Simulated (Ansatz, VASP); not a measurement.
## ScC3: VASP beside Ansatz

Aim: how closely do two programs agree when they are given the same cell, functional and k mesh? The cell is generated by rule, not measured, and may not be a known phase. The cell is taken from a series of runs on this material, whose earlier steps may have relaxed, scaled, displaced or heated it; both programs get it as it stands.

Method: plane waves, with VASP 6.6.1 beside it; relaxation of cell and atoms at LDA, in Ansatz 0.2.0.

**1. Starting point**

The structure is cubic, space group Pm-3m (No. 221). The conventional cell has a = 3.257 Å, b = 3.257 Å, c = 3.257 Å, α = 90.00°, β = 90.00°, γ = 90.00°. Nearest to Sc lie 12 C at 2.30 Å. Nearest to C lie 8 C at 2.30 Å and 4 Sc at 2.30 Å. Farther neighbours are not listed.

**2. VASP: relaxation of cell and atoms, LDA, pair 1**

The relaxed volume is the usual yardstick between codes: in a stiff, nearly cubic crystal its relative difference is about their pressure difference at one cell divided by the bulk modulus.

Lines of VASP's logs that name or quote its potential files are left out, and so is its time.

INCAR reads:

```
SYSTEM = ScC3
PREC = Accurate
ENCUT = 600
EDIFF = 1E-07
NELM = 120
ISMEAR = 0
SIGMA = 0.1
LREAL = .FALSE.
ALGO = Normal
GGA = CA
NBANDS = 17
LASPH = .TRUE.
LORBIT = 11
LWAVE = .FALSE.
LCHARG = .FALSE.
ISIF = 3
IBRION = 2
NSW = 80
EDIFFG = -0.005
GGA_COMPAT = .FALSE.
NELMIN = 4
KPAR = 2
```

POSCAR reads:

```
ScC3
1.0
    3.2572630000      0.0000000000      0.0000000000
    0.0000000000      3.2572630000      0.0000000000
    0.0000000000      0.0000000000      3.2572630000
Sc C
1 3
Direct
    0.0000000000      0.0000000000      0.0000000000
    0.0000000000      0.4999998465      0.4999998465
    0.4999998465      0.0000000000      0.4999998465
    0.4999998465      0.4999998465      0.0000000000
```

KPOINTS reads:

```
Automatic mesh
0
Gamma
14 14 14
0 0 0
```

The projector-augmented-wave data sets are Sc_sv and C (LDA family, release 64).

Run with:

```sh
$ mpirun -np 2 vasp_std
```

Numbers of over 12 decimals in the logs are rounded to 6 here.

The log of the run:

```text
[banner, memory and clock lines left out]
running    2 mpi-ranks, on    1 nodes
 distrk:  each k-point on    1 cores,    2 groups
 distr:  one band on    1 cores,    1 groups

 POSCAR found type information on POSCAR ScC
 POSCAR found :  2 types and       4 ions
 LDA part: xc-table for (Slater(with rela. corr.)+CA(PZ))
 , standard interpolation
 POSCAR, INCAR and KPOINTS ok, starting setup
 FFT: planning ... GRIDC
 FFT: planning ... GRID_SOFT
 FFT: planning ... GRID
 WAVECAR not read
 entering main loop
       N       E                     dE             d eps       ncg     rms          rms(c)
DAV:   1     0.172463662600E+03    0.17246E+03   -0.11712E+04  4240   0.160E+03
DAV:   2    -0.159565933821E+02   -0.18842E+03   -0.18513E+03  4219   0.422E+02
DAV:   3    -0.306170791925E+02   -0.14660E+02   -0.14152E+02  6760   0.997E+01
DAV:   4    -0.309801366663E+02   -0.36306E+00   -0.35649E+00  5822   0.175E+01
DAV:   5    -0.309873284627E+02   -0.71918E-02   -0.71756E-02  6095   0.182E+00    0.178E+01
DAV:   6    -0.296956443525E+02    0.12917E+01   -0.44405E+00  7085   0.292E+01    0.824E+00
DAV:   7    -0.296047763054E+02    0.90868E-01   -0.26674E-01  7130   0.600E+00    0.318E+00
DAV:   8    -0.295880301475E+02    0.16746E-01   -0.50888E-02  6511   0.232E+00    0.306E-01
DAV:   9    -0.295877480783E+02    0.28207E-03   -0.18965E-02  7062   0.179E+00    0.201E-01
DAV:  10    -0.295871205796E+02    0.62750E-03   -0.41441E-03  6882   0.929E-01    0.391E-02
DAV:  11    -0.295871263996E+02   -0.58200E-05   -0.58963E-05  6245   0.765E-02    0.152E-02
DAV:  12    -0.295871258505E+02    0.54907E-06   -0.18306E-06  5694   0.111E-02    0.246E-03
DAV:  13    -0.295871258303E+02    0.20202E-07   -0.42945E-07  4919   0.963E-03
   1 F= -.29587126E+02 E0= -.29582528E+02  d E =-.295871E+02
 curvature:   0.00 expect dE= 0.000E+00 dE for cont linesearch  0.000E+00
 trial: gam= 0.00000 g(F)=  0.000E+00 g(S)=  0.163E-03 ort = 0.000E+00 (trialstep = 0.100E+01)
 search vector abs. value=  0.163E-03
 bond charge predicted
       N       E                     dE             d eps       ncg     rms          rms(c)
DAV:   1    -0.295877271681E+02   -0.60132E-03   -0.20552E-02  4886   0.221E+00    0.261E-01
DAV:   2    -0.295872556058E+02    0.47156E-03   -0.16361E-03  5993   0.660E-01    0.733E-02
DAV:   3    -0.295871754420E+02    0.80164E-04   -0.11834E-04  5974   0.118E-01    0.220E-02
DAV:   4    -0.295871637829E+02    0.11659E-04   -0.32687E-05  6547   0.567E-02    0.120E-02
DAV:   5    -0.295871637173E+02    0.65611E-07   -0.20402E-06  7161   0.148E-02    0.207E-03
DAV:   6    -0.295871635556E+02    0.16166E-06   -0.92403E-07  6882   0.721E-03    0.527E-04
DAV:   7    -0.295871635550E+02    0.61436E-09   -0.11241E-08  2605   0.142E-03
   2 F= -.29587164E+02 E0= -.29582579E+02  d E =-.377247E-04
 trial-energy change:   -0.000038  1 .order   -0.000036   -0.000163    0.000091
 step:   0.6516(harm=  0.6399)  dis= 0.00000  next Energy=   -29.587179 (dE=-0.536E-04)
 bond charge predicted
       N       E                     dE             d eps       ncg     rms          rms(c)
DAV:   1    -0.295872477880E+02   -0.84232E-04   -0.24828E-03  4844   0.766E-01    0.902E-02
DAV:   2    -0.295871907268E+02    0.57061E-04   -0.19549E-04  5883   0.229E-01    0.253E-02
DAV:   3    -0.295871810176E+02    0.97091E-05   -0.14402E-05  5903   0.419E-02    0.759E-03
DAV:   4    -0.295871796181E+02    0.13995E-05   -0.39473E-06  6486   0.194E-02    0.420E-03
DAV:   5    -0.295871796079E+02    0.10176E-07   -0.20321E-07  3929   0.533E-03
   3 F= -.29587180E+02 E0= -.29582591E+02  d E =-.537776E-04
 curvature:  -0.32 expect dE=-0.496E-08 dE for cont linesearch -0.496E-08
 trial: gam= 0.00000 g(F)=  0.254E-46 g(S)=  0.155E-07 ort =-0.159E-05 (trialstep = 0.930E+00)
 search vector abs. value=  0.156E-07
 reached required accuracy - stopping structural energy minimisation
```

OUTCAR, selected parts (step 2):

```text
ion  position               nearest neighbor table
   1  0.000  0.000  0.000-   2 2.30   3 2.30   4 2.30   2 2.30   3 2.30   2 2.30   4 2.30   3 2.30
                             4 2.30   2 2.30   3 2.30   4 2.30
   2  0.000  0.500  0.500-   1 2.30   1 2.30   1 2.30   1 2.30
   3  0.500  0.000  0.500-   1 2.30   1 2.30   1 2.30   1 2.30
   4  0.500  0.500  0.000-   1 2.30   1 2.30   1 2.30   1 2.30

  LATTYP: Found a simple cubic cell.
 ALAT       =     3.2572630000

 Subroutine GETGRP returns: Found 48 space group operations
 (whereof 48 operations were pure point group operations)

The static configuration has the point symmetry O_h .

 Found    120 irreducible k-points:

   k-points           NKPTS =    120   k-points in BZ     NKDIM =    120   number of bands    NBANDS=     17

   dimension x,y,z NGX =    28 NGY =   28 NGZ =   28
   dimension x,y,z NGXF=    56 NGYF=   56 NGZF=   56

   ENCUT  =  600.0 eV  44.10 Ry    6.64 a.u.   6.51  6.51  6.51*2*pi/ulx,y,z

   NELECT =      23.0000    total number of electrons

 k-points in reciprocal lattice and weights: Automatic mesh
   0.00000000  0.00000000  0.00000000       0.000
   0.07142857  0.00000000  0.00000000       0.002
   0.14285714  0.00000000  0.00000000       0.002
   0.21428571  0.00000000  0.00000000       0.002
   0.28571429  0.00000000  0.00000000       0.002
   0.35714286  0.00000000  0.00000000       0.002
   0.42857143  0.00000000  0.00000000       0.002
   0.50000000  0.00000000  0.00000000       0.001
   0.07142857  0.07142857  0.00000000       0.004
[...]
0.50000000  0.50000000  0.42857143       0.002
   0.50000000  0.50000000  0.50000000       0.000

 average (electrostatic) potential at core
       1 -41.8563       2 -52.8882       3 -52.8882       4 -52.8882

 E-fermi :   7.4002

 k-point     1 :       0.0000    0.0000    0.0000
  band No.  band energies     occupation
    ...
      6       0.4055      2.00000
      7       0.4055      2.00000
      8       3.0889      2.00000
      9       3.0889      2.00000
     10       3.0889      2.00000
     11       8.6549      0.00000
     12       8.6549      0.00000
     13       8.6549      0.00000
     14      10.7616      0.00000
     15      10.7616      0.00000
    ...

 k-point     2 :       0.0714    0.0000    0.0000
  band No.  band energies     occupation
    ...
      6       0.1050      2.00000
      7       0.4534      2.00000
      8       3.0900      2.00000
      9       3.0900      2.00000
     10       3.3674      2.00000
     11       8.2811      0.00000
     12       8.3809      0.00000
     13       8.3809      0.00000
     14      10.7751      0.00000
     15      11.1346      0.00000
    ...

 k-point     3 :       0.1429    0.0000    0.0000
  band No.  band energies     occupation
    ...
      6      -0.5849      2.00000
      7       0.5961      2.00000
      8       3.0894      2.00000
      9       3.0894      2.00000
     10       4.0044      2.00000
     11       7.4856      0.22740
     12       7.8777      0.00000
     13       7.8777      0.00000
     14      10.8133      0.00000
     15      11.5355      0.00000
    ...

  Total       -0.0006550     -0.0006550     -0.0006550      0.0000000      0.0000000     -0.0000000
  in kB       -0.0303199     -0.0303199     -0.0303199      0.0000000      0.0000000     -0.0000000
  external PRESSURE =      -0.0303199 kB  Pullay stress =       0.0000000 kB

  energy-cutoff  :      600.00
  volume of cell :       34.61
      direct lattice vectors                 reciprocal lattice vectors
     3.258978796  0.000000000 -0.000000000     0.306844586 -0.000000000  0.000000000
     0.000000000  3.258978796 -0.000000000    -0.000000000  0.306844586 -0.000000000
    -0.000000000  0.000000000  3.258978796     0.000000000  0.000000000  0.306844586

 POSITION                                       TOTAL-FORCE (eV/Angst)
 -----------------------------------------------------------------------------------
      0.00000      0.00000      0.00000         0.000000     -0.000000      0.000000
     -0.00000      1.62949      1.62949        -0.000000      0.000000      0.000000
      1.62949      0.00000      1.62949        -0.000000      0.000000      0.000000
      1.62949      1.62949     -0.00000         0.000000     -0.000000      0.000000
 -----------------------------------------------------------------------------------
    total drift:                                0.000167      0.000167      0.000167

  FREE ENERGIE OF THE ION-ELECTRON SYSTEM (eV)
  ---------------------------------------------------
  free  energy   TOTEN  =       -29.5871796079 eV

  energy  without entropy=      -29.5780017716  energy(sigma->0) =      -29.58259069

 reached required accuracy - stopping structural energy minimisation

 total charge
# of ion       s       p       d       tot
------------------------------------------
    1        2.219   6.300   1.502  10.020
    2        0.971   1.194   0.000   2.164
    3        0.971   1.194   0.000   2.164
    4        0.971   1.194   0.000   2.164
--------------------------------------------------
tot          5.130   9.881   1.502  16.513

[... 3 further parts left out ...]
```

**3. Ansatz: relaxation of cell and atoms, LDA, pair 1**

Ansatz runs on norm-conserving files, of PseudoDojo where its log says so.

The same cell, functional (in two slightly different forms), mesh and smearing now go to Ansatz, which takes its cutoff from its data sets.

input.yaml reads:

```yaml
crystal:
  lattice:
    - [3.2572629741, 0.0, 0.0]
    - [0.0, 3.2572629741, 0.0]
    - [0.0, 0.0, 3.2572629741]
  atoms:
    - { symbol: Sc, position: [0.0, 0.0, 0.0] }
    - { symbol: C, position: [0.0, 0.5, 0.5] }
    - { symbol: C, position: [0.5, 0.0, 0.5] }
    - { symbol: C, position: [0.5, 0.5, 0.0] }
kpoints:
  mp_grid: { grid: [14, 14, 14] }
hamiltonian:
  xc: lda
  pseudopotentials: { kind: nc }
scf:
  occupations: { method: gaussian, width: 0.1 }
output:
  forces: true
  stress: true
  eigenvalues: true
  write_density: true
  write_potential: true
  elf: true
  volumetric_format: npy
relax:
  adjacent_minimum: "off"
  f_tol: 0.005
  max_steps: 80
  cell: { stress_tol: 0.05 }
```

Run with:

```sh
$ ansatz run input.yaml --threads 8 --pin off --max-ram 14336MiB --backend cpu --events-out ev --progress --plain --runs-dir out
```

The log of the run:

```text
Engine: ansatz 0.2.0, aarch64-unknown-linux-gnu
Pseudopotentials: kind: nc
Pseudopotential: Sc, nc, valence charge 11, recommended cutoff 1061.244064 eV (normal), Sc.nc.azcp (PseudoDojo's, or run here from an input of PseudoDojo's: the run reads no file of this project's for it)
Pseudopotential: C, nc, valence charge 4, recommended cutoff 1115.666836 eV (normal), C.nc.azcp (PseudoDojo's, or run here from an input of PseudoDojo's: the run reads no file of this project's for it)
Functional definition: SPW92
  exchange = slater_x
  correlation = pw_c
Crystal: 4 atoms, lattice volume = 34.559 Å³
Basis set: ecut = 1115.666836 eV, 2945 PW (Γ)
Bands: 16, of which v1, the nominal top of the filled ones, is band 12 counted from 1 (11 counted from 0)
Symmetry: 48 space group operations
Space group: Pm-3m (ITA 221), of the structure as read, at distance tolerance 3.3e-5 Å
k-points: 120 of 2744
Non-local potential: Sc, projectors of the file, l = 0: 2, l = 1: 2, l = 2: 2
Non-local potential: C, projectors of the file, l = 0: 2, l = 1: 2
Initial density: superposition of atomic densities (chi_scale 0.1, normalization cell, long waves kept (reshape's long-wave potential 0.00 eV rms))
Initial wavefunctions: pseudopotential atomic-orbital guess
Functional: x = slater, c = lda
SCF iter   1: F=—  HF=-1801.708502 eV  |F-HF|=—  |Δ(HF+E_count)|=         —  Δρ=6.86e-2  dr2=2.15e0  ethr=3.10e-3  ⟨swp⟩=5.3  Hψ=9295  notcnv=0
preconditioner: auto → none  [metal: Δε(μ)=0.027 eV  Ē_g=14.746 eV  σ=0.100 eV  W_gap=0.15  n_scr=6 (ndim 8)  ℏωp=28.9 eV  f_vac=0.000  D(μ)=1.87/eV (n_scr^D=18)  sad-step TF]
SCF iter   2: F=—  HF=-1801.230414 eV  |F-HF|=—  |Δ(HF+E_count)|=   4.78e-1  Δρ=3.19e-2  dr2=4.43e-1  ethr=3.10e-3  ⟨swp⟩=2.5  Hψ=3603  notcnv=0  defer=42
SCF iter   3: F=—  HF=-1801.082510 eV  |F-HF|=—  |Δ(HF+E_count)|=   1.48e-1  Δρ=1.01e-2  dr2=4.77e-2  ethr=1.92e-3  ⟨swp⟩=2.1  Hψ=3584  notcnv=0  defer=41
SCF iter   4: F=—  HF=-1801.069305 eV  |F-HF|=—  |Δ(HF+E_count)|=   1.32e-2  Δρ=2.43e-3  dr2=5.71e-4  ethr=2.07e-4  ⟨swp⟩=2.2  Hψ=3774  notcnv=0  defer=40
SCF iter   5: F=—  HF=-1801.069310 eV  |F-HF|=—  |Δ(HF+E_count)|=   4.50e-6  Δρ=6.72e-4  dr2=1.61e-4  ethr=2.48e-6  ⟨swp⟩=2.0  Hψ=3167  notcnv=0  defer=40
SCF iter   6: F=—  HF=-1801.069260 eV  |F-HF|=—  |Δ(HF+E_count)|=   4.95e-5  Δρ=2.04e-4  dr2=1.59e-5  ethr=7.01e-7  ⟨swp⟩=2.2  Hψ=2435  notcnv=0  defer=40
SCF iter   7: F=—  HF=-1801.069258 eV  |F-HF|=—  |Δ(HF+E_count)|=   2.15e-6  Δρ=2.80e-5  dr2=3.05e-7  ethr=6.91e-8  ⟨swp⟩=2.8  Hψ=3428  notcnv=0  defer=40
SCF iter   8: F=-1801.069258 eV  HF=-1801.069258 eV  |F-HF|=7.36e-9  |Δ(HF+E_count)|=   9.67e-8  Δρ=4.36e-6  dr2=8.13e-9  ethr=4.35e-10  ⟨swp⟩=13.0  Hψ=15486  notcnv=0
SCF 1 converged in 8 iterations: F = -1801.069258 eV  dr2 = 8.13e-9
relax step   1: F+E_penalty+E_count = -1801.06925815 eV  Δ(F+E_penalty+E_count) = +0.000e0 eV  max|allowed force component| = 6.356e-29 eV/Å  Δτ_max = 0.0000 Å  P = -0.595 GPa  Ω = 34.559 Å³  (8 SCF iters, dr2 threshold 1.00e-7 eV, accepted)
[...]
relax step   2: F+E_penalty+E_count = -1801.06948534 eV  Δ(F+E_penalty+E_count) = -2.272e-4 eV  max|allowed force component| = 6.278e-30 eV/Å  Δτ_max = 0.0000 Å  P = -0.148 GPa  Ω = 34.483 Å³  energy of the carried Pulay correction = +5.086e-5 eV  (3 SCF iters, dr2 threshold 4.00e-7 eV, accepted)
[...]
relax step   3: F+E_penalty+E_count = -1801.06951370 eV  Δ(F+E_penalty+E_count) = -2.836e-5 eV  max|allowed force component| = 1.511e-29 eV/Å  Δτ_max = 0.0000 Å  P = +0.002 GPa  Ω = 34.457 Å³  energy of the carried Pulay correction = +6.772e-5 eV  (4 SCF iters, dr2 threshold 5.50e-8 eV, accepted)
[...]
relax step   4: F+E_penalty+E_count = -1801.06944943 eV  Δ(F+E_penalty+E_count) = +6.427e-5 eV  max|allowed force component| = 2.499e-29 eV/Å  Δτ_max = 0.0000 Å  P = -0.001 GPa  Ω = 34.457 Å³  stress off target by 1.32e-3 GPa  SCF on the basis re-selected at this cell (its energy is not comparable with the rows above)  (4 SCF iters)
basis re-selected at this cell: Δ(F+E_penalty+E_count) = +6.427e-5 eV, ΔP = -0.004 GPa vs the last step (what re-selecting the basis moved, of the pressure what is left beyond the Pulay correction that the steps carried, after the strain that the cell walked since its last selection, with what the two solves' SCF thresholds leave and, on support functions, any second-order correction that the steps lacked; it is no m [...]
SCF converged after 4 iterations
Free energy (F): -1801.069449 eV
Harris-Foulkes:  -1801.069449 eV  (|F-HF|=7.28e-12)
Internal energy: -1801.060252 eV  (E = F + TS)
E sigma→0 (E₀):  -1801.064851 eV
Entropy (-TS):   -0.009197 eV (-2.299 meV/atom)
Fermi energy:    13.055255 eV
--- Per-component energies (eV) ---
  E_band       = -46.051897
  E_kinetic    = 786.935837
  E_local      = -983.276896  (includes V_loc(G=0)·N_el)
  E_nonlocal   = 56.241095
  E_hartree    = 250.921140
  E_xc         = -386.963547
  E_vxc        = -407.794292  (∫ρ·V_xc dr)
  E_ewald      = -1524.917881
  E_smearing   = -0.009197  (= −TS)
  E_closure    = -0.000000  (closes the sum)
  Σ components = -1801.069449   (vs F -1801.069449, Δ=0.00e0)
--- Forces (eV/Å), atoms counted from 1 ---
  atom   1  Sc     0.00000000     0.00000000    -0.00000000
  atom   2  C     -0.00000000     0.00000000     0.00000000
  atom   3  C     -0.00000000    -0.00000000    -0.00000000
  atom   4  C      0.00000000    -0.00000000     0.00000000
  max |Σ_I F_I| component: 2.63e-29 eV/Å
--- Stress (GPa, compression-positive) ---
       -0.001322      -0.000000      -0.000000
       -0.000000      -0.001322      -0.000000
       -0.000000      -0.000000      -0.001322
  P = ⅓ Tr σ = -0.0013 GPa (-0.013 kbar)
--- Band table (eV; the first three rows and the last of 120) ---
  k-point 0: bands = [... 8 lower, 8.7212, 8.7212, 14.2923, 14.2923, 14.2923, 16.4466, 16.4466, 16.4466]
  k-point 1: bands = [... 8 lower, 8.7226, 9.0041, 13.9224, 14.0223, 14.0223, 16.4601, 16.8161, 16.8161]
  k-point 2: bands = [... 8 lower, 8.7230, 9.6481, 13.1310, 13.5228, 13.5228, 16.4980, 17.2231, 17.4733]
  k-point 119: bands = [... 8 lower, 8.3143, 8.3143, 8.3143, 17.8918, 17.8918, 17.8918, 17.9510, 17.9510]
--- Relaxed structure (3 steps of the walk, 3 accepted, 1 SCFs on fresh bases) ---
  F+E_penalty+E_count = -1801.06944943 eV   max|allowed force component| = 2.499e-29 eV/Å   (the final SCF, on the basis selected at the relaxed cell)
  cell:  # Å, volume = 34.4574 Å³
    - [3.254075, 0, 0]
    - [0, 3.254075, 0]
    - [0, 0.0, 3.254075]
  atoms:
    - { symbol: Sc, position: [0, 0, 0] }
    - { symbol: C, position: [0, 0.500000, 0.500000] }
    - { symbol: C, position: [0.500000, 0, 0.500000] }
    - { symbol: C, position: [0.500000, 0.500000, 0] }
```

**4. Side by side**

Known differences besides the potentials themselves: the two LDA forms differ slightly; the cutoff is 1115.67 eV in Ansatz and 600 eV in VASP; VASP's log shows a relativistic correction to its local exchange, Ansatz's none; Ansatz adds a Pulay correction to the stress that steers its cell, VASP none. Total energies have different zeros and are not compared.

Compared:

```
                                         quantity  Ansatz   VASP  difference
                                      volume (Å³)   34.46  34.61     -0.45 %
edge a after relaxation, in the typed setting (Å)   3.254  3.259     -0.15 %
```

[end of part 1 of 2]

[Lines on the potential files, build, host, timing and source positions are cut from VASP's logs without a mark.]

[Logs are printed without paths, hosts, clocks, repeated set-up lines and the standing remarks that a program may print on its own settings, such as how far it seeks lower states.]

[Hosts, paths, dates, database ids (printed as entryN), source tags and the programs' standing remarks are cut or masked in the printed files.]
